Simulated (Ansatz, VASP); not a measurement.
# Cross-check of Ba3Na6Ca3Si20O49 (glassy 69SiO2-10CaO-10Na2O-10BaO (mol %)) between VASP and Ansatz

Wanted: the spread between two codes on one cell, functional and k mesh. The structure shown is the start of the Ansatz relaxation below; VASP solves that cell, so the two are compared at the walk's first step.

Main program and level: Ansatz 0.2.0; plane waves, with VASP 6.6.1 beside it; single point at PBE.

### Step 1. Set-up

The cell holds 81 atoms: 20 Si, 3 Ca, 6 Na, 3 Ba and 49 O. Cell: a = 10.400 Å, b = 10.400 Å, c = 10.400 Å, α = 90.0°, β = 90.0°, γ = 90.0°. As first built, before any earlier steps moved the atoms (in the runner's words): 81 atoms (20 Si, 3 Ca, 6 Na, 3 Ba, 49 O) placed at random at 2.8 g/cm^3, melted at 4000 K for 10 ps at fixed volume with the Morse and Coulomb pair potential with partial charges (Pedone, Malavasi, Menziani, Cormack and Segre, J. Phys. Chem. B 110, 11780 (2006)). Quenched from 4000 K to 300 K at 8 K/ps and fixed volume, held 10 ps at zero pressure.

### Step 2. Ansatz: relaxation, PBE

Ansatz runs on its default PAW (the set named soft_2) files.

The two programs are compared at the cell with which this relaxation starts, whose forces are those of its first step.

input.yaml

```yaml
crystal:
  lattice:
    - [10.39993, 0.0, 0.0]
    - [0.0, 10.39993, 0.0]
    - [0.0, 0.0, 10.39993]
  atoms:
    - { symbol: Si, position: [0.67104, 0.7607, 0.17296] }
    - { symbol: Si, position: [0.54943, 0.59924, 0.86875] }
    - { symbol: Si, position: [0.53176, 0.49592, 0.5924] }
    - { symbol: Si, position: [0.17683, 0.39796, 0.73828] }
    - { symbol: Si, position: [0.27039, 0.65924, 0.84203] }
    - { symbol: Si, position: [0.83558, 0.64651, 0.8007] }
    - { symbol: Si, position: [0.76122, 0.26318, 0.01639] }
    - { symbol: Si, position: [0.3186, 0.13245, 0.66541] }
    - { symbol: Si, position: [0.51622, 0.41968, 0.11017] }
    - { symbol: Si, position: [0.24449, 0.04, 0.94172] }
    - { symbol: Si, position: [0.24678, 0.4917, 0.4702] }
    - { symbol: Si, position: [0.0735, 0.93819, 0.15194] }
    - { symbol: Si, position: [0.85851, 0.80041, 0.53317] }
    - { symbol: Si, position: [0.98046, 0.40967, 0.16915] }
    - { symbol: Si, position: [0.89292, 0.3471, 0.7548] }
    - { symbol: Si, position: [0.25339, 0.27039, 0.12959] }
    - { symbol: Si, position: [0.58076, 0.77577, 0.47027] }
    - { symbol: Si, position: [0.50557, 0.95034, 0.02461] }
    - { symbol: Si, position: [0.80401, 0.04115, 0.20625] }
    - { symbol: Si, position: [0.04086, 0.67788, 0.02682] }
    - { symbol: Ca, position: [0.17223, 0.84473, 0.53416] }
    - { symbol: Ca, position: [0.35945, 0.96931, 0.32206] }
    - { symbol: Ca, position: [0.73309, 0.52714, 0.34654] }
    - { symbol: Na, position: [0.4431, 0.88382, 0.71806] }
    - { symbol: Na, position: [0.95314, 0.49276, 0.50602] }
    - { symbol: Na, position: [0.79278, 0.27433, 0.44005] }
    - { symbol: Na, position: [0.49682, 0.26143, 0.84735] }
    - { symbol: Na, position: [0.34102, 0.6534, 0.23308] }
    - { symbol: Na, position: [0.03651, 0.67528, 0.30614] }
    - { symbol: Ba, position: [0.71883, 0.06335, 0.68276] }
    - { symbol: Ba, position: [0.50869, 0.21059, 0.37836] }
    - { symbol: Ba, position: [0.06425, 0.17547, 0.41601] }
    - { symbol: O, position: [0.35916, 0.94399, 0.99691] }
    - { symbol: O, position: [0.85448, 0.74457, 0.68289] }
    - { symbol: O, position: [0.77992, 0.13021, 0.08276] }
    - { symbol: O, position: [0.71473, 0.85261, 0.51663] }
    - { symbol: O, position: [0.26755, 0.03984, 0.78786] }
    - { symbol: O, position: [0.75701, 0.64058, 0.14736] }
    - { symbol: O, position: [0.5163, 0.03452, 0.162] }
    - { symbol: O, position: [0.85224, 0.49526, 0.74697] }
    - { symbol: O, position: [0.96286, 0.02223, 0.21485] }
    - { symbol: O, position: [0.38482, 0.47495, 0.54259] }
    - { symbol: O, position: [0.20895, 0.7327, 0.73069] }
    - { symbol: O, position: [0.60126, 0.74749, 0.3129] }
    - { symbol: O, position: [0.75208, 0.89846, 0.17902] }
    - { symbol: O, position: [0.14798, 0.45747, 0.59517] }
    - { symbol: O, position: [0.51918, 0.52868, 0.00019] }
    - { symbol: O, position: [0.68979, 0.6599, 0.85121] }
    - { symbol: O, position: [0.19581, 0.69294, 0.97769] }
    - { symbol: O, position: [0.22518, 0.39894, 0.36174] }
    - { symbol: O, position: [0.58038, 0.64019, 0.53871] }
    - { symbol: O, position: [0.03688, 0.3558, 0.8065] }
    - { symbol: O, position: [0.22408, 0.63235, 0.4251] }
    - { symbol: O, position: [0.45966, 0.8576, 0.48886] }
    - { symbol: O, position: [0.12301, 0.99223, 0.01832] }
    - { symbol: O, position: [0.62838, 0.39753, 0.53304] }
    - { symbol: O, position: [0.46638, 0.14413, 0.64934] }
    - { symbol: O, position: [0.95069, 0.65056, 0.9024] }
    - { symbol: O, position: [0.02925, 0.55075, 0.11441] }
    - { symbol: O, position: [0.90239, 0.2771, 0.62104] }
    - { symbol: O, position: [0.85994, 0.35833, 0.07437] }
    - { symbol: O, position: [0.00831, 0.79791, 0.10611] }
    - { symbol: O, position: [0.75322, 0.10711, 0.32561] }
    - { symbol: O, position: [0.42462, 0.68619, 0.83608] }
    - { symbol: O, position: [0.37026, 0.36756, 0.11026] }
    - { symbol: O, position: [0.25353, 0.26607, 0.70218] }
    - { symbol: O, position: [0.95768, 0.91171, 0.52496] }
    - { symbol: O, position: [0.27498, 0.18384, 0.9875] }
    - { symbol: O, position: [0.08959, 0.30742, 0.13753] }
    - { symbol: O, position: [0.57155, 0.00788, 0.89915] }
    - { symbol: O, position: [0.2659, 0.16348, 0.22616] }
    - { symbol: O, position: [0.87322, 0.68366, 0.43676] }
    - { symbol: O, position: [0.54436, 0.48702, 0.75029] }
    - { symbol: O, position: [0.25129, 0.50086, 0.81819] }
    - { symbol: O, position: [0.27088, 0.07106, 0.53502] }
    - { symbol: O, position: [0.62017, 0.31671, 0.04291] }
    - { symbol: O, position: [0.55387, 0.44103, 0.25199] }
    - { symbol: O, position: [0.16528, 0.89853, 0.26732] }
    - { symbol: O, position: [0.56563, 0.80032, 0.06148] }
    - { symbol: O, position: [0.79523, 0.27145, 0.86035] }
    - { symbol: O, position: [0.9258, 0.41047, 0.30247] }
kpoints:
  mp_grid: { grid: [1, 1, 1] }
hamiltonian:
  xc: pbe
scf:
  occupations: { method: gaussian, width: 0.05 }
output:
  forces: true
relax:
  f_tol: 0.05
  max_steps: 150
  cell: {}
```

Run with:

```
ansatz run input.yaml --threads 4 --pin off --max-ram 8192MiB --backend cpu --events-out ev --progress --plain --runs-dir out
```

Numbers of over 12 decimals in the logs are rounded to 6 here.

The program printed:

```text
Engine: ansatz 0.2.0, aarch64-unknown-linux-gnu
Pseudopotentials: kind: paw
Pseudopotential: Si, paw, valence charge 4, recommended cutoff 420 eV (normal), Si.paw.azcp
Pseudopotential: Ca, paw, valence charge 10, recommended cutoff 420 eV (normal), Ca.paw.azcp
Pseudopotential: Na, paw, valence charge 9, recommended cutoff 420 eV (normal), Na.paw.azcp
Pseudopotential: Ba, paw, valence charge 10, recommended cutoff 420 eV (normal), Ba.paw.azcp
Pseudopotential: O, paw, valence charge 6, recommended cutoff 420 eV (normal), O.paw.azcp
Functional definition: PBE
  parameter kappa = 0.804
  parameter beta = 0.066725
  exchange = pbe_x(kappa = kappa, mu = beta*pi^2/3)
  correlation = pbe_c(beta = beta)
Crystal: 81 atoms, lattice volume = 1124.841 Å³
Basis set: ecut = 420 eV, 22119 PW (Γ), exchange–correlation on 144×144×144 points (8 copies of the dense FFT grid, shifted against one another)
Bands: 325, of which v1, the nominal top of the filled ones, is band 244 counted from 1 (243 counted from 0)
Symmetry: 1 space group operations
Space group: P1 (ITA 1), of the structure as read, at distance tolerance 1.0e-4 Å
k-points: 1
Non-local potential: Si, projectors of the file, l = 0: 2, l = 1: 2, l = 2: 2
Non-local potential: Ca, projectors of the file, l = 0: 3, l = 1: 2, l = 2: 2
Non-local potential: Na, projectors of the file, l = 0: 3, l = 1: 2, l = 2: 1
Non-local potential: Ba, projectors of the file, l = 0: 3, l = 1: 2, l = 2: 2, l = 3: 2
Non-local potential: O, projectors of the file, l = 0: 2, l = 1: 2, l = 2: 1
PAW form: soft (Blöchl's): semilocal exchange-correlation on the pseudo side does not see the compensation charge
PAW one-centre angular grid: Si, 110 points (default); XC on 64 Gauss nodes
PAW one-centre angular grid: Ca, 110 points (default); XC on 64 Gauss nodes
PAW one-centre angular grid: Na, 110 points (default); XC on 64 Gauss nodes
PAW one-centre angular grid: Ba, 194 points (default); XC on 64 Gauss nodes
PAW one-centre angular grid: O, 110 points (default); XC on 64 Gauss nodes
Initial density: superposition of atomic densities (neutral atoms: chi_scale 0, normalization atom), corrected by the library's trained network
Initial wavefunctions: pseudopotential atomic-orbital guess
Functional: x = pbe(κ = 0.804, μ = 0.219515), c = pbe(β = 0.066725)
SCF iter   1: F=—  HF=-72825.077946 eV  |F-HF|=—  |Δ(HF+E_count)|=         —  Δρ=2.08e-3  dr2=5.61e-2  ethr=1.77e-3  ⟨swp⟩=7.0  Hψ=1651  notcnv=0  defer=61
preconditioner: auto → Resta (q_TF=auto, 2.374 Å⁻¹)  ε∞=3.1  [insulator: Δε(μ)=2.953 eV  Ē_g=16.278 eV  σ=0.050 eV  W_gap=1.00  n_scr=250 (ndim 8)  ℏωp=23.8 eV  f_vac=0.109  D(μ)=0.00/eV (n_scr^D=0)  ε∞_Penn≈3.1]
SCF iter   2: F=—  HF=-72825.082760 eV  |F-HF|=—  |Δ(HF+E_count)|=   4.81e-3  Δρ=1.12e-3  dr2=1.34e-2  ethr=1.15e-5  ⟨swp⟩=2.0  Hψ=531  notcnv=0  defer=63
SCF iter   3: F=—  HF=-72825.085577 eV  |F-HF|=—  |Δ(HF+E_count)|=   2.82e-3  Δρ=5.04e-4  dr2=3.99e-3  ethr=2.74e-6  ⟨swp⟩=2.0  Hψ=409  notcnv=0  defer=63
SCF iter   4: F=—  HF=-72825.085947 eV  |F-HF|=—  |Δ(HF+E_count)|=   3.71e-4  Δρ=1.62e-4  dr2=3.29e-4  ethr=8.17e-7  ⟨swp⟩=2.0  Hψ=407  notcnv=0  defer=63
SCF iter   5: F=—  HF=-72825.086032 eV  |F-HF|=—  |Δ(HF+E_count)|=   8.50e-5  Δρ=9.86e-5  dr2=9.76e-5  ethr=6.74e-8  ⟨swp⟩=2.0  Hψ=407  notcnv=0  defer=63
SCF iter   6: F=—  HF=-72825.087725 eV  |F-HF|=—  |Δ(HF+E_count)|=   1.69e-3  Δρ=2.67e-5  dr2=7.80e-6  ethr=2.00e-8  ⟨swp⟩=2.0  Hψ=549  notcnv=0  defer=77
SCF iter   7: F=—  HF=-72825.087730 eV  |F-HF|=—  |Δ(HF+E_count)|=   5.11e-6  Δρ=1.29e-5  dr2=1.65e-6  ethr=1.60e-9  ⟨swp⟩=2.0  Hψ=425  notcnv=0  defer=77
SCF iter   8: F=—  HF=-72825.087730 eV  |F-HF|=—  |Δ(HF+E_count)|=   6.79e-7  Δρ=5.17e-6  dr2=2.93e-7  ethr=3.39e-10  ⟨swp⟩=2.0  Hψ=425  notcnv=0  defer=77
SCF iter   9: F=-72825.087731 eV  HF=-72825.087731 eV  |F-HF|=1.64e-8  |Δ(HF+E_count)|=   1.68e-7  Δρ=1.50e-6  dr2=2.79e-8  ethr=2.05e-11  ⟨swp⟩=4.0  Hψ=978  notcnv=0
SCF 1 converged in 9 iterations: F = -72825.087731 eV  dr2 = 2.79e-8
  greatest PAW one-centre occupation: 0.999 electrons in one spin orbital (limit 2), on the Na atom at site 25 (counted from 0), in its partial waves of l = 0
relax step   1: F+E_penalty+E_count = -72825.08773067 eV  Δ(F+E_penalty+E_count) = +0.000e0 eV  max|allowed force component| = 6.396e0 eV/Å  Δτ_max = 0.0000 Å  P = +5.537 GPa  Ω = 1124.841 Å³  (9 SCF iters, dr2 threshold 1.00e-7 eV, accepted)
Crystal: 81 atoms, lattice volume = 1122.522 Å³
Basis set: ecut = 420 eV, 21939 PW (Γ), exchange–correlation on 144×144×144 points (8 copies of the dense FFT grid, shifted against one another)
Initial density: handed on by an earlier stage of this run
Initial wavefunctions: those handed on with the density
iter 1 solved again at ethr=3.28e-4 eV; its pass at ethr=3.10e-3 eV (dr2=1.60e0 eV) is discarded
[...]
atom  54  O     -0.00484652     0.00210327     0.00348651
  atom  55  O     -0.00058072    -0.00650329     0.00785066
  atom  56  O      0.01184146    -0.01229516    -0.01001278
  atom  57  O      0.01466856    -0.00547072    -0.00185351
  atom  58  O      0.00450423     0.00605336     0.00572168
  atom  59  O     -0.01149187     0.00080681     0.00744940
  atom  60  O     -0.00513971    -0.00378171     0.00036280
  atom  61  O     -0.00011295     0.00526460    -0.00333429
  atom  62  O      0.00416865     0.00328595     0.00581178
  atom  63  O     -0.00268661    -0.00167640    -0.00254606
  atom  64  O      0.00581882    -0.00035552    -0.00016258
  atom  65  O      0.01509205     0.00111673     0.00075678
  atom  66  O      0.00431029     0.00423638     0.01003879
  atom  67  O      0.00164708     0.00614011    -0.00702251
  atom  68  O     -0.00453070    -0.00325416     0.00214474
  atom  69  O     -0.00233937     0.01103818     0.00077604
  atom  70  O     -0.00299101     0.00630236     0.01878372
  atom  71  O      0.00389882    -0.00906944    -0.00778454
  atom  72  O      0.00153543     0.00558462    -0.00084362
  atom  73  O      0.00103482     0.00065286    -0.00181615
  atom  74  O     -0.01038937     0.00685903    -0.00626269
  atom  75  O      0.00497586    -0.00698504    -0.00268616
  atom  76  O      0.01033660    -0.00010763    -0.00301062
  atom  77  O      0.00290773    -0.00107700    -0.00165200
  atom  78  O      0.00185194     0.00401955    -0.00062254
  atom  79  O      0.00472633     0.00006294     0.00182983
  atom  80  O      0.00476341    -0.00115347    -0.00832140
  atom  81  O     -0.00701160    -0.00655659     0.00801545
  max |Σ_I F_I| component: 4.09e-5 eV/Å
--- Stress (GPa, compression-positive) ---
       -0.028830       0.012284       0.011433
        0.012283       0.033501       0.001061
        0.011432       0.001061      -0.007158
  P = ⅓ Tr σ = -0.0008 GPa (-0.008 kbar)
--- Relaxed structure (43 steps of the walk, 38 accepted, 2 SCFs on fresh bases) ---
  F+E_penalty+E_count = -72834.50567326 eV   max|allowed force component| = 4.526e-2 eV/Å   (the final SCF, on the basis selected at the relaxed cell)
  cell:  # Å, volume = 1165.3176 Å³
    - [10.243181, 0.043357, 0.263313]
    - [0.043357, 10.944365, 0.033619]
    - [0.263313, 0.033619, 10.401905]
  atoms:
    - { symbol: Si, position: [0.671578, 0.793267, 0.188885] }
    - { symbol: Si, position: [0.542931, 0.576101, 0.868710] }
    - { symbol: Si, position: [0.529548, 0.525253, 0.586482] }
    - { symbol: Si, position: [0.176883, 0.391555, 0.731711] }
    - { symbol: Si, position: [0.262203, 0.639383, 0.837668] }
    - { symbol: Si, position: [0.828095, 0.617251, 0.802622] }
    - { symbol: Si, position: [0.778284, 0.250738, 0.017091] }
    - { symbol: Si, position: [0.323232, 0.131988, 0.654939] }
    - { symbol: Si, position: [0.531126, 0.384448, 0.098570] }
    - { symbol: Si, position: [0.256760, 0.036186, 0.933002] }
    - { symbol: Si, position: [0.234816, 0.509709, 0.480371] }
    - { symbol: Si, position: [0.086257, 0.914865, 0.136820] }
    - { symbol: Si, position: [0.854826, 0.775247, 0.536812] }
    - { symbol: Si, position: [0.980113, 0.405013, 0.163954] }
    - { symbol: Si, position: [0.896527, 0.330344, 0.758017] }
    - { symbol: Si, position: [0.252544, 0.248246, 0.123485] }
    - { symbol: Si, position: [0.568754, 0.793471, 0.481621] }
    - { symbol: Si, position: [0.526278, 0.974126, 0.029862] }
    - { symbol: Si, position: [0.828143, 0.045273, 0.228550] }
    - { symbol: Si, position: [0.025744, 0.662263, 0.026975] }
    - { symbol: Ca, position: [0.190155, 0.825493, 0.549843] }
    - { symbol: Ca, position: [0.366545, 0.988618, 0.307481] }
    - { symbol: Ca, position: [0.730966, 0.549765, 0.305601] }
    - { symbol: Na, position: [0.434647, 0.862195, 0.758911] }
    - { symbol: Na, position: [0.922348, 0.495413, 0.529445] }
    - { symbol: Na, position: [0.760607, 0.296930, 0.433179] }
    - { symbol: Na, position: [0.470888, 0.282008, 0.831836] }
    - { symbol: Na, position: [0.351091, 0.740744, 0.099651] }
    - { symbol: Na, position: [0.042644, 0.695051, 0.310297] }
    - { symbol: Ba, position: [0.720846, 0.059192, 0.687053] }
    - { symbol: Ba, position: [0.437727, 0.286619, 0.394820] }
    - { symbol: Ba, position: [0.056004, 0.192039, 0.411531] }
    - { symbol: O, position: [0.374025, 0.944292, 0.974476] }
    - { symbol: O, position: [0.857069, 0.704179, 0.679908] }
    - { symbol: O, position: [0.804643, 0.127023, 0.096000] }
    - { symbol: O, position: [0.706753, 0.850822, 0.537353] }
    - { symbol: O, position: [0.264406, 0.039631, 0.774126] }
    - { symbol: O, position: [0.751693, 0.676531, 0.142783] }
    - { symbol: O, position: [0.505826, 0.060675, 0.153357] }
    - { symbol: O, position: [0.836831, 0.472191, 0.760432] }
    - { symbol: O, position: [0.987732, 0.00962581, 0.216386] }
    - { symbol: O, position: [0.382257, 0.491473, 0.543334] }
    - { symbol: O, position: [0.229886, 0.731858, 0.726917] }
    - { symbol: O, position: [0.593192, 0.748745, 0.330629] }
    - { symbol: O, position: [0.750770, 0.917118, 0.219860] }
    - { symbol: O, position: [0.130251, 0.465686, 0.604662] }
    - { symbol: O, position: [0.524138, 0.503458, 0.00335621] }
    - { symbol: O, position: [0.679868, 0.648528, 0.858990] }
    - { symbol: O, position: [0.181468, 0.666552, 0.976374] }
    - { symbol: O, position: [0.227347, 0.399699, 0.379848] }
    - { symbol: O, position: [0.545522, 0.673645, 0.578165] }
    - { symbol: O, position: [0.045703, 0.340025, 0.807988] }
    - { symbol: O, position: [0.201994, 0.647245, 0.440540] }
    - { symbol: O, position: [0.443052, 0.882067, 0.495984] }
    - { symbol: O, position: [0.121880, 0.977221, -0.00629521] }
    - { symbol: O, position: [0.634945, 0.450775, 0.499768] }
[...]
- { symbol: O, position: [0.252990, 0.489114, 0.819737] }
    - { symbol: O, position: [0.262559, 0.089864, 0.521659] }
    - { symbol: O, position: [0.621383, 0.285784, 0.012334] }
    - { symbol: O, position: [0.588396, 0.407178, 0.235032] }
    - { symbol: O, position: [0.207072, 0.875476, 0.222397] }
    - { symbol: O, position: [0.553624, 0.832404, 0.092661] }
    - { symbol: O, position: [0.817972, 0.236795, 0.861100] }
    - { symbol: O, position: [0.920978, 0.400320, 0.310653] }
```

The column dr2 measures how far the density is from self-consistency, as an energy; F and HF (Harris–Foulkes) agree once it is small.

(Part 1 of 2 ends here.)

[Lines on the potential files, build, host, timing and source positions are cut from VASP's logs without a mark.]

[Logs are printed without paths, hosts, clocks, repeated set-up lines and the standing remarks that a program may print on its own settings, such as how far it seeks lower states.]

[Hosts, paths, dates, database ids (printed as entryN), source tags and the programs' standing remarks are cut or masked in the printed files.]
